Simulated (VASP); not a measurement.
Calculation: PBE GGA, VASP's PBE PAW potentials (set 64) (plane waves; VASP).

VASP input:

File KPOINTS:
```
Automatic mesh
0
Gamma
4 4 4
0.5 0.5 0.5
```

File POSCAR:
```
Br
1
    2.2400000000    -3.3350000000     0.0000000000
    2.2400000000     3.3350000000     0.0000000000
    0.0000000000     0.0000000000     8.7200000000
Br
4
Direct
  0.8642020000   0.8628450000   0.8909170000
  0.6400890000   0.6376310000   0.3847970000
  0.3631750000   0.3622570000   0.6116450000
  0.1325340000   0.1372670000   0.1126410000
```

**INCAR**
```
SYSTEM = Br
PREC = Accurate
ENCUT = 150
EDIFF = 1E-6
NELM = 100
ALGO = Normal
LREAL = .FALSE.
LASPH = .TRUE.
ISMEAR = 0
SIGMA = 0.02
GGA = PE
LMAXMIX = 4
LWAVE = .FALSE.
LCHARG = .FALSE.
ISIF = 2
```

POTCAR, in this order: Br (PBE.64 set). Program: vasp_std.

Output

**OSZICAR**
```
       N       E                     dE             d eps       ncg     rms          rms(c)
DAV:   1     0.101473065803E+03    0.10147E+03   -0.60458E+03  1170   0.478E+02
DAV:   2    -0.187357133089E+01   -0.10335E+03   -0.10202E+03  1708   0.153E+02
DAV:   3    -0.682460669937E+01   -0.49510E+01   -0.49394E+01  1294   0.396E+01
DAV:   4    -0.685926110314E+01   -0.34654E-01   -0.34640E-01  1476   0.372E+00
DAV:   5    -0.685945394119E+01   -0.19284E-03   -0.19282E-03  1264   0.259E-01    0.169E+01
DAV:   6    -0.654871698331E+01    0.31074E+00   -0.25437E-01  1224   0.316E+00    0.106E+01
DAV:   7    -0.645709826064E+01    0.91619E-01   -0.43028E-01  1248   0.388E+00    0.749E-01
DAV:   8    -0.645323343925E+01    0.38648E-02   -0.32108E-02  1194   0.109E+00    0.415E-01
DAV:   9    -0.645321469274E+01    0.18747E-04   -0.11144E-03  1398   0.189E-01    0.139E-01
DAV:  10    -0.645337829279E+01   -0.16360E-03   -0.15089E-04  1334   0.828E-02    0.621E-02
DAV:  11    -0.645338912758E+01   -0.10835E-04   -0.16267E-05  1396   0.252E-02    0.212E-02
DAV:  12    -0.645339171089E+01   -0.25833E-05   -0.29749E-06  1074   0.108E-02    0.970E-03
DAV:  13    -0.645339331106E+01   -0.16002E-05   -0.10919E-06   698   0.702E-03    0.429E-03
DAV:  14    -0.645339342573E+01   -0.11467E-06   -0.86727E-07   644   0.547E-03
   1 F= -.64533934E+01 E0= -.64533934E+01  d E =-.953301E-25
```

OUTCAR:
```
------------------------ aborting loop because EDIFF is reached ----------------------------------------
  FORCE on cell =-STRESS in cart. coord.  units (eV):
  Direction    XX          YY          ZZ          XY          YZ          ZX
  --------------------------------------------------------------------------------------
  Total       -7.3082268     -8.1714445     -4.7154357      0.0143736      0.0283213      0.7673118
  in kB      -89.8736252   -100.4891291    -57.9885260      0.1767609      0.3482838      9.4360914
  external PRESSURE =     -82.7837601 kB  Pullay stress =       0.0000000 kB
  volume of cell :      130.28
      direct lattice vectors                 reciprocal lattice vectors
     2.240000000 -3.335000000  0.000000000     0.223214286 -0.149925037  0.000000000
     2.240000000  3.335000000  0.000000000     0.223214286  0.149925037  0.000000000
     0.000000000  0.000000000  8.720000000     0.000000000  0.000000000  0.114678899
 POSITION                                       TOTAL-FORCE (eV/Angst)
 -----------------------------------------------------------------------------------
      3.86859     -0.00453      7.76880        -0.480403      0.002431     -0.947838
      2.86209     -0.00820      3.35543         0.128526      0.010247     -0.310224
      1.62497     -0.00306      5.33354        -0.124615     -0.003833      0.346464
      0.60435      0.01578      0.98223         0.476491     -0.008845      0.911599
 -----------------------------------------------------------------------------------
    total drift:                                0.000193     -0.000408      0.000703
  FREE ENERGIE OF THE ION-ELECTRON SYSTEM (eV)
  ---------------------------------------------------
  free  energy   TOTEN  =        -6.4533934257 eV

  energy  without entropy=       -6.4533934257  energy(sigma->0) =       -6.45339343
```
(Selected blocks of OUTCAR.)

File OUTCAR:
```
 val. band max:       -0.0132890805   @ k =  -0.1250   0.1250   0.1250

 cond. band min:       1.7825721471   @ k =   0.3750  -0.3750   0.1250


 Fermi energy:         0.1276796570

 k-point     1 :       0.1250    0.1250    0.1250
  band No.  band energies     occupation
      1     -15.9908      2.00000
      2     -15.5782      2.00000
      3     -13.2696      2.00000
      4     -12.7360      2.00000
      5      -5.0120      2.00000
      6      -4.1392      2.00000
      7      -2.7095      2.00000
      8      -2.2313      2.00000
      9      -1.9038      2.00000
     10      -1.6666      2.00000
     11      -0.6633      2.00000
     12      -0.2535      2.00000
     13      -0.2376      2.00000
     14      -0.0453      2.00000
     15       1.9098      0.00000
     16       2.5652      0.00000
     17       6.8654      0.00000
     18       7.4938      0.00000

 k-point     2 :      -0.1250   -0.1250    0.1250
  band No.  band energies     occupation
      1     -15.9905      2.00000
      2     -15.5789      2.00000
      3     -13.2676      2.00000
      4     -12.7377      2.00000
      5      -5.0049      2.00000
      6      -4.1722      2.00000
      7      -2.5385      2.00000
      8      -2.3647      2.00000
      9      -1.9023      2.00000
     10      -1.6678      2.00000
     11      -0.7040      2.00000
     12      -0.2512      2.00000
     13      -0.2266      2.00000
     14      -0.0451      2.00000
     15       1.9397      0.00000
     16       2.5511      0.00000
     17       6.9082      0.00000
     18       7.4368      0.00000

 k-point     3 :       0.3750    0.1250    0.1250
  band No.  band energies     occupation
      1     -15.8256      2.00000
      2     -15.5079      2.00000
      3     -13.0360      2.00000
      4     -12.9655      2.00000
      5      -4.9032      2.00000
      6      -4.6947      2.00000
      7      -2.9987      2.00000
      8      -2.7968      2.00000
      9      -2.2934      2.00000
...
```

At this cut-off the stress carries a Pulay error, which pulls relaxed volumes low.

The structure is a typed Br crystal. The cell was not relaxed at this level, atoms are displaced from their ideal sites. The k-mesh is coarse (spacing up to 0.42 per Å, 2π included), so the numbers may not be converged in it. The run is one of a series of settings (ENCUT = 150, KPOINTS 4×4×4 Γ-centred mesh shifted by (0.5, 0.5, 0.5) against the base run), some of them coarse on purpose.
